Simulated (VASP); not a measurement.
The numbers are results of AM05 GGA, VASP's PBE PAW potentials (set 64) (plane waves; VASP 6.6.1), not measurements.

The input files of a VASP run:

KPOINTS:
```
k-points along high-symmetry lines
10
Line-mode
Reciprocal
  0.000000   0.000000   0.000000 ! GAMMA
  0.000000   0.500000   0.000000 ! X

  0.000000   0.500000   0.000000 ! X
  0.500000   0.500000   0.000000 ! M

  0.500000   0.500000   0.000000 ! M
  0.000000   0.000000   0.000000 ! GAMMA

  0.000000   0.000000   0.000000 ! GAMMA
  0.000000   0.000000   0.500000 ! Z

  0.000000   0.000000   0.500000 ! Z
  0.000000   0.500000   0.500000 ! R

  0.000000   0.500000   0.500000 ! R
  0.500000   0.500000   0.500000 ! A

  0.500000   0.500000   0.500000 ! A
  0.000000   0.000000   0.500000 ! Z

  0.000000   0.500000   0.000000 ! X
  0.000000   0.500000   0.500000 ! R

  0.500000   0.500000   0.000000 ! M
  0.500000   0.500000   0.500000 ! A
```

### POSCAR
```
SnO2
1
    4.7781430732     0.0000000000     0.0000000000
    0.0000000000     4.7781430732     0.0000000000
    0.0000000000     0.0000000000     3.2138703619
Sn O
2 4
Direct
  0.0000000000   0.0000000000   0.0000000000
  0.5000000000   0.5000000000   0.5000000000
  0.3064355677   0.3064355677   1.0000000000
  0.8064355677   0.1935644323   0.5000000000
  0.1935644323   0.8064355677   0.5000000000
  0.6935644323   0.6935644323   0.0000000000
```

### INCAR
```
ALGO=Normal
EDIFF=1E-7
ENCUT=520
GGA=AM
ICHARG=11
ISMEAR=0
LASPH=.TRUE.
LCHARG=.FALSE.
LMAXMIX=4
LORBIT=11
LREAL=.FALSE.
LWAVE=.FALSE.
NELM=100
PREC=Accurate
SIGMA=0.05
SYSTEM=SnO2
```

POTCAR, in this order: Sn_d O (PBE.64 set). Program: vasp_std. Read from the step before: CHGCAR.

What VASP printed:

OSZICAR:
```
       N       E                     dE             d eps       ncg     rms          rms(c)
DAV:   1     0.635925213678E+03    0.63593E+03   -0.26390E+04  6081   0.264E+03
DAV:   2     0.597106577190E+02   -0.57621E+03   -0.55738E+03  6112   0.700E+02
DAV:   3    -0.331937258908E+02   -0.92904E+02   -0.91410E+02  6455   0.223E+02
DAV:   4    -0.378695858850E+02   -0.46759E+01   -0.46536E+01  6536   0.556E+01
DAV:   5    -0.380168634964E+02   -0.14728E+00   -0.14721E+00  7500   0.976E+00
DAV:   6    -0.380217925867E+02   -0.49291E-02   -0.49288E-02  7408   0.150E+00
DAV:   7    -0.380219624959E+02   -0.16991E-03   -0.16991E-03  7921   0.237E-01
DAV:   8    -0.380219638285E+02   -0.13326E-05   -0.13326E-05  7438   0.238E-02
DAV:   9    -0.380219638542E+02   -0.25738E-07   -0.25757E-07  5632   0.339E-03
   1 F= -.38021964E+02 E0= -.38021964E+02  d E =-.114433E-11
```

OUTCAR:
```
 val. band max:        5.7893496719   @ k =   0.0000   0.0000   0.0000

 cond. band min:       6.7219992482   @ k =   0.0000   0.0000   0.0000



 k-point     1 :       0.0000    0.0000    0.0000
  band No.  band energies     occupation
      1     -15.2262      2.00000
      2     -14.5028      2.00000
      3     -14.2712      2.00000
      4     -14.2424      2.00000
      5     -14.2424      2.00000
      6     -14.1720      2.00000
      7     -14.1335      2.00000
      8     -14.0529      2.00000
      9     -14.0102      2.00000
     10     -14.0102      2.00000
     11     -12.9499      2.00000
     12     -11.1161      2.00000
     13     -11.1161      2.00000
     14      -9.4289      2.00000
     15      -2.3538      2.00000
     16       1.7400      2.00000
     17       1.7400      2.00000
     18       1.8502      2.00000
     19       2.7516      2.00000
     20       3.7425      2.00000
     21       3.8061      2.00000
     22       4.5157      2.00000
     23       4.5157      2.00000
     24       5.0135      2.00000
     25       5.0135      2.00000
     26       5.7893      2.00000
     27       6.7220      0.00000
     28      11.6348      0.00000
     29      11.8917      0.00000
     30      11.8917      0.00000
     31      16.0153      0.00000

 k-point     2 :       0.0000    0.0556    0.0000
  band No.  band energies     occupation
      1     -15.2217      2.00000
      2     -14.5075      2.00000
      3     -14.2712      2.00000
      4     -14.2422      2.00000
      5     -14.2422      2.00000
      6     -14.1765      2.00000
      7     -14.1328      2.00000
      8     -14.0534      2.00000
      9     -14.0104      2.00000
     10     -14.0104      2.00000
     11     -12.9403      2.00000
     12     -11.1376      2.00000
     13     -11.0982      2.00000
     14      -9.4344      2.00000
     15      -2.3336      2.00000
     16       1.6761      2.00000
     17       1.7555      2.00000
     18       1.8618      2.00000
...
```

The density is held fixed in this step, so its total energy and stress have no physical meaning. Unless said otherwise, spin-orbit coupling is left out, though it shifts the bands of the heavy elements here.

The compound is SnO2 in the rutile structure. It was relaxed first.
